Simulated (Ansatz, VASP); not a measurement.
**AlNi3Sb in VASP and in Ansatz**

```
CELL_PARAMETERS angstrom
4.11901 0.00000 0.00000
-2.05951 3.56717 0.00000
0.00000 0.00000 4.93846
ATOMIC_POSITIONS crystal
Sb 0.32251 0.65023 0.49489
Ni 0.66267 0.32650 0.49655
Ni 0.00955 0.00358 0.24526
Ni 0.99469 0.99860 0.75137
Al 0.68387 0.33737 0.99288
```

Change from the starting cell: atoms moved at random, drawn with an rms of 0.05 Å.

Alike in both runs: task single point; functional PBE; k mesh 8 × 8 × 6; occupations fermi-dirac, width 0.05 eV; collinear spin, ferromagnetic start.

```csv
,VASP,Ansatz
version,VASP 6.6.1,Ansatz 0.2.0
potentials or method,"VASP PAW PBE potentials, release 64 (Sb, Ni, Al)",Ansatz PAW
plane-wave cutoff (eV),520,420
valence electrons in the cell,38,72
```

VASP gave:

* gap on the k mesh at the Fermi level (eV): none
* pressure (GPa): 1.8
* largest component of the traceless stress (GPa): 0.99
* rms of the force components (eV/Å): 0.259
* net moment per atom (μB): 0.00

**Question.** What did Ansatz give for the same quantities?

**Answer.** gap on the k mesh at the Fermi level (eV): none; pressure (GPa): 1.9; largest component of the traceless stress (GPa): 1.07; rms of the force components (eV/Å): 0.260; net moment per atom (μB): 0.00.

Atom by atom the forces differ by 0.003 eV/Å (rms over components). A gap of «none» marks a metal or a gap that the smearing closes. The functional is the same, so the differences come from potentials, cutoffs and numerics. The two sets of potentials don't hold the same shells in valence.

Caveats: the starting moments weren't kept (Ansatz). Spin-orbit coupling is left out, which matters for the levels of Sb.
